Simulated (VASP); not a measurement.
# NiSb (Breithauptite) with AM05 + U: from relaxation to properties, part 8 of 11

Aim: relax NiSb (Breithauptite), then compute properties on the relaxed cell. The start is a cell from a database of measured crystal structures.

VASP 6.6.1, plane waves and PAW; the level of theory is named at each step.

Still holding for the runs below: This run allows spin, but its moments start at zero, where symmetry between the spins tends to hold them, which is where the search above led. The k-mesh is coarse for a metal. A U on the itinerant d states of such a compound is hard to justify; it moves the bands at the Fermi level.

So far. Step 8 (Full relaxation (AM05 + U)): It ends with forces that vanish by symmetry and a pressure of 0.06 GPa. Step 9 (Second relaxation): It ends with forces that vanish by symmetry and a pressure of 0.00 GPa. The volume moved by only 0.11 %, so the volume is settled. The relaxed cell has a = 3.849, c = 5.045 Å (conventional setting).

The database entry behind the starting cell differs from later determinations by our own check (c about 0.3 % short), so it need not match the best structure at ambient conditions.

### 10. Single point with fields (AM05 + U)

Level of this step: AM05, DFT+U (Ni d 4 eV), zero-moment start; plane waves and PAW (Ni, Sb) (VASP).

The relaxed cell gets a fresh self-consistent run, on a basis set for its own volume, to fix the density and to check the remaining stress.

Input file INCAR:

```
SYSTEM = NiSb
PREC = Accurate
ENCUT = 400
EDIFF = 1E-06
NELM = 100
ISMEAR = 0
SIGMA = 0.05
LREAL = .FALSE.
ALGO = Normal
GGA = AM
NBANDS = 23
ISPIN = 2
MAGMOM = -0 -0 0 0
LDAU = .TRUE.
LDAUTYPE = 2
LDAUL = 2 -1
LDAUU = 4 0
LDAUJ = 0 0
LDAUPRINT = 1
LASPH = .TRUE.
LMAXMIX = 4
LORBIT = 11
LWAVE = .FALSE.
LCHARG = .TRUE.
ISIF = 2
LELF = .TRUE.
LVHAR = .TRUE.
```

Input file POSCAR:

```
NiSb
1.0
    3.8489803542      0.0000000000      0.0000000000
   -1.9244901771      3.3333147654      0.0000000000
    0.0000000000      0.0000000000      5.0447321156
Ni Sb
2 2
Direct
    0.0000000000      0.0000000000      0.0000000000
    0.0000000000      0.0000000000      0.5000000000
    0.3333333333      0.6666666667      0.2500000000
    0.6666666667      0.3333333333      0.7500000000
```

Input file KPOINTS:

```
Automatic mesh
0
Gamma
6 6 4
0 0 0
```

Potentials, in the order of the species: Ni and Sb (PBE family, release 64).

The run is started by

```bash
mpirun -np 8 vasp_std
```

The program printed:

```text
[banner, memory and clock lines left out]
running    8 mpi-ranks, on    1 nodes
 distrk:  each k-point on    8 cores,    1 groups
 distr:  one band on    1 cores,    8 groups

 POSCAR found type information on POSCAR NiSb
 POSCAR found :  2 types and       4 ions
 [... a notice as in an earlier step ...]

 [... a notice as in an earlier step ...]

 LDA part: xc-table for (Slater+PW92), standard interpolation
|                                                                             |
|           W    W    AA    RRRRR   N    N  II  N    N   GGGG   !!!           |
|           W    W   A  A   R    R  NN   N  II  NN   N  G    G  !!!           |
|           W    W  A    A  R    R  N N  N  II  N N  N  G       !!!           |
|           W WW W  AAAAAA  RRRRR   N  N N  II  N  N N  G  GGG   !            |
|           WW  WW  A    A  R   R   N   NN  II  N   NN  G    G                |
|           W    W  A    A  R    R  N    N  II  N    N   GGGG   !!!           |
|                                                                             |
|     The number of bands has been changed from the values supplied in        |
|     The orbitals not found in the WAVECAR file will be initialized with     |
|     random numbers, which is usually adequate. For correlated               |
|     calculations, however, you should redo the groundstate calculation.     |
|     I found NBANDS = 23. Now, NBANDS = 24.                                  |
|                                                                             |

 POSCAR, INCAR and KPOINTS ok, starting setup
 FFT: planning ... GRIDC
 FFT: planning ... GRID_SOFT
 FFT: planning ... GRID
 WAVECAR not read
 entering main loop
       N       E                     dE             d eps       ncg     rms          rms(c)
DAV:   1     0.153944111754E+03    0.15394E+03   -0.10469E+04  2048   0.108E+03
DAV:   2    -0.953766666742E+01   -0.16348E+03   -0.15518E+03  2232   0.247E+02
DAV:   3    -0.174560609291E+02   -0.79184E+01   -0.78277E+01  2464   0.700E+01
DAV:   4    -0.175878065004E+02   -0.13175E+00   -0.13170E+00  2352   0.891E+00
DAV:   5    -0.175918252410E+02   -0.40187E-02   -0.40187E-02  2448   0.153E+00    0.110E+01
DAV:   6    -0.176988940528E+02   -0.10707E+00   -0.58967E+00  2312   0.439E+01    0.743E+00
DAV:   7    -0.169804678670E+02    0.71843E+00   -0.30107E+00  2400   0.338E+01    0.438E+00
DAV:   8    -0.169038150290E+02    0.76653E-01   -0.42029E-01  2400   0.696E+00    0.531E-01
DAV:   9    -0.169021342587E+02    0.16808E-02   -0.16824E-02  2608   0.130E+00    0.312E-01
DAV:  10    -0.169022803535E+02   -0.14609E-03   -0.29718E-03  2312   0.480E-01    0.148E-01
DAV:  11    -0.169023790409E+02   -0.98687E-04   -0.74096E-04  2840   0.383E-01    0.679E-02
DAV:  12    -0.169023886528E+02   -0.96119E-05   -0.15226E-04  2240   0.104E-01    0.425E-02
DAV:  13    -0.169023857047E+02    0.29481E-05   -0.13842E-05  2544   0.262E-02    0.530E-03
DAV:  14    -0.169023858524E+02   -0.14772E-06   -0.19058E-06  1752   0.145E-02
   1 F= -.16902386E+02 E0= -.16899251E+02  d E =-.626898E-02  mag=     0.0001
```

Elapsed: 15 s, on 8 MPI ranks of AMD EPYC 7R43, shared host; peak memory 0.75 GiB; 1.9 min of CPU time.

OUTCAR, selected parts (step 10):

```text
   k-points           NKPTS =     21   k-points in BZ     NKDIM =     21   number of bands    NBANDS=     24

   NELECT =      30.0000    total number of electrons

atom =   1  type =  1  l = 2

 onsite density matrix

spin component  1

  0.8737  0.0000  0.0000  0.0467 -0.0000
  0.0000  0.8622 -0.0000  0.0000  0.0467
  0.0000 -0.0000  0.8944 -0.0000 -0.0000
  0.0467  0.0000 -0.0000  0.8622  0.0000
 -0.0000  0.0467 -0.0000  0.0000  0.8737

spin component  2

 occupancies and eigenvectors

  o =  0.8209  v =  0.0000  0.0000  0.0000  0.0000  0.0000  0.0000 -0.7490  0.0000  0.0000  0.6626      0.0000  0.0000  0.0000  0.0000  0.0000  0.0000  0.0000  0.0000  0.0000  0.0000
  o =  0.8209  v =  0.0000  0.0000  0.0000  0.0000  0.0000 -0.6626  0.0000  0.0000  0.7490 -0.0000      0.0000  0.0000  0.0000  0.0000  0.0000  0.0000  0.0000  0.0000  0.0000  0.0000
  o =  0.8209  v = -0.0001  0.7490 -0.0000  0.0001 -0.6626  0.0000  0.0000  0.0000  0.0000  0.0000      0.0000  0.0000  0.0000  0.0000  0.0000  0.0000  0.0000  0.0000  0.0000  0.0000
  o =  0.8209  v =  0.6626  0.0001 -0.0000 -0.7490 -0.0001  0.0000  0.0000  0.0000  0.0000  0.0000      0.0000  0.0000  0.0000  0.0000  0.0000  0.0000  0.0000  0.0000  0.0000  0.0000
  o =  0.8944  v =  0.0000  0.0000  0.0000  0.0000  0.0000  0.0000  0.0000  1.0000 -0.0000  0.0000      0.0000  0.0000  0.0000  0.0000  0.0000  0.0000  0.0000  0.0000  0.0000  0.0000
  o =  0.8944  v = -0.0000  0.0000  1.0000 -0.0000  0.0000  0.0000  0.0000  0.0000  0.0000  0.0000      0.0000  0.0000  0.0000  0.0000  0.0000  0.0000  0.0000  0.0000  0.0000  0.0000
  o =  0.9150  v =  0.0000  0.0000  0.0000  0.0000  0.0000  0.0000  0.6626 -0.0000  0.0000  0.7490      0.0000  0.0000  0.0000  0.0000  0.0000  0.0000  0.0000  0.0000  0.0000  0.0000
  o =  0.9150  v =  0.0000  0.0000  0.0000  0.0000  0.0000 -0.7490  0.0000 -0.0000 -0.6626  0.0000      0.0000  0.0000  0.0000  0.0000  0.0000  0.0000  0.0000  0.0000  0.0000  0.0000
  o =  0.9150  v = -0.0001 -0.6626  0.0000 -0.0001 -0.7490  0.0000  0.0000  0.0000  0.0000  0.0000      0.0000  0.0000  0.0000  0.0000  0.0000  0.0000  0.0000  0.0000  0.0000  0.0000
  o =  0.9150  v =  0.7490 -0.0001  0.0000  0.6626 -0.0001  0.0000  0.0000  0.0000  0.0000  0.0000      0.0000  0.0000  0.0000  0.0000  0.0000  0.0000  0.0000  0.0000  0.0000  0.0000

atom =   2  type =  1  l = 2

 onsite density matrix

spin component  1

  0.8737 -0.0000  0.0000 -0.0467 -0.0000
 -0.0000  0.8622  0.0000  0.0000 -0.0467
  0.0000  0.0000  0.8944  0.0000 -0.0000
 -0.0467  0.0000  0.0000  0.8622  0.0000
 -0.0000 -0.0467 -0.0000  0.0000  0.8737

spin component  2

 occupancies and eigenvectors

  o =  0.8209  v =  0.0000  0.0000  0.0000  0.0000  0.0000 -0.0001 -0.7490 -0.0000 -0.0001 -0.6626      0.0000  0.0000  0.0000  0.0000  0.0000  0.0000  0.0000  0.0000  0.0000  0.0000
  o =  0.8209  v =  0.0000  0.0000  0.0000  0.0000  0.0000 -0.6626  0.0001  0.0000 -0.7490  0.0001      0.0000  0.0000  0.0000  0.0000  0.0000  0.0000  0.0000  0.0000  0.0000  0.0000
  o =  0.8209  v =  0.0000  0.7490  0.0000 -0.0000  0.6626  0.0000  0.0000  0.0000  0.0000  0.0000      0.0000  0.0000  0.0000  0.0000  0.0000  0.0000  0.0000  0.0000  0.0000  0.0000
  o =  0.8209  v =  0.6626  0.0000 -0.0000  0.7490  0.0000  0.0000  0.0000  0.0000  0.0000  0.0000      0.0000  0.0000  0.0000  0.0000  0.0000  0.0000  0.0000  0.0000  0.0000  0.0000
  o =  0.8944  v =  0.0000  0.0000  0.0000  0.0000  0.0000 -0.0000 -0.0000  1.0000  0.0000  0.0000      0.0000  0.0000  0.0000  0.0000  0.0000  0.0000  0.0000  0.0000  0.0000  0.0000
  o =  0.8944  v =  0.0000 -0.0000  1.0000  0.0000  0.0000  0.0000  0.0000  0.0000  0.0000  0.0000      0.0000  0.0000  0.0000  0.0000  0.0000  0.0000  0.0000  0.0000  0.0000  0.0000
  o =  0.9150  v =  0.0000  0.0000  0.0000  0.0000  0.0000 -0.0001  0.6626  0.0000  0.0001 -0.7490      0.0000  0.0000  0.0000  0.0000  0.0000  0.0000  0.0000  0.0000  0.0000  0.0000
  o =  0.9150  v =  0.0000  0.0000  0.0000  0.0000  0.0000  0.7490  0.0001  0.0000 -0.6626 -0.0001      0.0000  0.0000  0.0000  0.0000  0.0000  0.0000  0.0000  0.0000  0.0000  0.0000
  o =  0.9150  v =  0.0000  0.6626  0.0000  0.0000 -0.7490  0.0000  0.0000  0.0000  0.0000  0.0000      0.0000  0.0000  0.0000  0.0000  0.0000  0.0000  0.0000  0.0000  0.0000  0.0000
  o =  0.9150  v = -0.7490  0.0000 -0.0000  0.6626  0.0000  0.0000  0.0000  0.0000  0.0000  0.0000      0.0000  0.0000  0.0000  0.0000  0.0000  0.0000  0.0000  0.0000  0.0000  0.0000

 E-fermi :  10.5631

 spin component 1
 k-point     1 :       0.0000    0.0000    0.0000
  band No.  band energies     occupation
    ...
      9       7.7612      1.00000
     10       7.7612      1.00000
     11       8.6321      1.00000
     12       8.6321      1.00000
     13      10.0659      1.00000
     14      11.4362      0.00000
     15      11.4362      0.00000
     16      13.1322      0.00000
     17      13.1322      0.00000
     18      13.8957      0.00000
    ...

 k-point     2 :       0.1667    0.0000    0.0000
  band No.  band energies     occupation
    ...
     11       8.5946      1.00000
     12       8.6323      1.00000
     13       9.3804      1.00000
     14       9.9450      1.00000
     15      10.2578      1.00000
     16      12.1469      0.00000
     17      14.0919      0.00000
     18      14.1904      0.00000
     19      15.3869      0.00000
     20      16.7099      0.00000
    ...

  Total       -0.0000211     -0.0000211     -0.0048512     -0.0000000      0.0000000     -0.0000000
  in kB       -0.0005211     -0.0005211     -0.1200883     -0.0000000      0.0000000     -0.0000000
  external PRESSURE =      -0.0403769 kB  Pullay stress =       0.0000000 kB

 POSITION                                       TOTAL-FORCE (eV/Angst)
 -----------------------------------------------------------------------------------
      0.00000      0.00000      0.00000        -0.000000      0.000000     -0.000000
      0.00000      0.00000      2.52237        -0.000000      0.000000     -0.000000
     -0.00000      2.22221      1.26118        -0.000000      0.000000     -0.000000
      1.92449      1.11110      3.78355         0.000000     -0.000000      0.000000
 -----------------------------------------------------------------------------------
    total drift:                               -0.000000      0.000000      0.000000

  FREE ENERGIE OF THE ION-ELECTRON SYSTEM (eV)
  ---------------------------------------------------
  free  energy   TOTEN  =       -16.9023858524 eV

  energy  without entropy=      -16.8961168743  energy(sigma->0) =      -16.89925136

[... 7 parts as in an earlier step ...]

[... 15 further parts left out ...]
```

With spin, VASP writes an ELF for each channel.

Numbers from this step:

- SCF cycles: 14
- bands: 24
- pressure: -0.004038 GPa

Valence electrons inside each PAW sphere by angular momentum. Sphere charges, by row:

| atom | s (e) | p (e) | d (e) | tot (e) |
| --- | --- | --- | --- | --- |
| Ni1 | 0.452 | 0.512 | 8.698 | 9.661 |
| Ni2 | 0.452 | 0.512 | 8.698 | 9.661 |
| Sb3 | 1.124 | 1.238 | 0.08 | 2.441 |
| Sb4 | 1.124 | 1.238 | 0.08 | 2.441 |

ELF of down spins in the ac plane at fractional y = 0.000, with atoms of Ni within 0.2 Å of it. It is the smooth field of the valence electrons, not physical close to the nuclei.

Ten even steps from '_' (0.00) to '@' (0.62), each cell a mean:
```
____..--==++******++----____
__..::--++**######**==--::__
::----==##%%@@@@@@%%**==----
----==**%%@@@@@@@@@@##++==--
----==**%%@@@@@@@@@@##++==--
------++##%%@@@@@@%%**==----
....--==++##%%%%%%##++--::..
____..--==++******++----..__
____..----++++++++==--::____
____..--==++******++----____
__..::--++**######**==--::__
::----==##%%@@@@@@%%**==----
----==**%%@@@@@@@@@@##++==--
----==**%%@@@@@@@@@@##++==--
------++##%%@@@@@@%%**==----
....--==++##%%%%%%##++--::..
____..--==++******++----..__
____..----++++++++==--::____
```
Columns run along a (3.8 Å), rows up along c (5.0 Å). Atoms in or near the plane, at fractional coordinates: Ni at (0.00, 0.00), Ni at (0.00, 0.50).

Valence density in the ac plane at fractional y = 0.000, with atoms of Ni within 0.2 Å of it. It is the smooth field of the valence electrons, not physical close to the nuclei.

Ten steps, logarithmic in the rise over the least value, from '_' (0 e/Å³) to '@' (13 e/Å³), each cell a mean:
```
@@%%**--..__________..--##%%
##**==::..__________..::++##
==--::....__________....::--
........______..______......
......______......______....
--::....____________....::::
**++--....__________..::==**
@@%%++::..__________..--**%%
@@@@**--..__________..==##@@
@@%%**--..__________..--##%%
##**==::..__________..::++##
==--::....__________....::--
........______..______......
......______......______....
--::....____________....::::
**++--....__________..::==**
@@%%++::..__________..--**%%
@@@@**--..__________..==##@@
```
Columns run along a (3.8 Å), rows up along c (5.0 Å). Atoms in or near the plane, at fractional coordinates: Ni at (0.00, 0.00), Ni at (0.00, 0.50).

ELF of up spins in the ac plane at fractional y = 0.000, with atoms of Ni within 0.2 Å of it. It is the smooth field of the valence electrons, not physical close to the nuclei.

Ten even steps from '0' (0.00) to '9' (0.62), each cell a mean:
```
00134566653300
01235677764320
23347899986433
33468999997543
33468999997543
33357899986433
11345788875321
00134566653310
00133555543200
00134566653300
01235677764320
23347899986433
33468999997543
33468999997543
33357899986433
11345788875321
00134566653310
00133555543200
```
Columns run along a (3.8 Å), rows up along c (5.0 Å). Atoms in or near the plane, at fractional coordinates: Ni at (0.00, 0.00), Ni at (0.00, 0.50).

In this run the pressure is 0.00 GPa, small enough to go on; single stress components reach 0.01 GPa.

[end of part 8 of 11]

[Lines on the potential files, build, host, timing and source positions are cut from VASP's logs without a mark.]

[Logs are printed without paths, hosts, clocks, repeated set-up lines and the standing remarks that a program may print on its own settings, such as how far it seeks lower states.]

[Hosts, paths, dates, database ids (printed as entryN), source tags and the programs' standing remarks are cut or masked in the printed files.]

[A measured line is paired with the nearest computed mode of its activity, which favours agreement.]

[In band tables of VASP the shares of atoms and orbitals are scaled to a sum of 1 inside the atoms' spheres.]
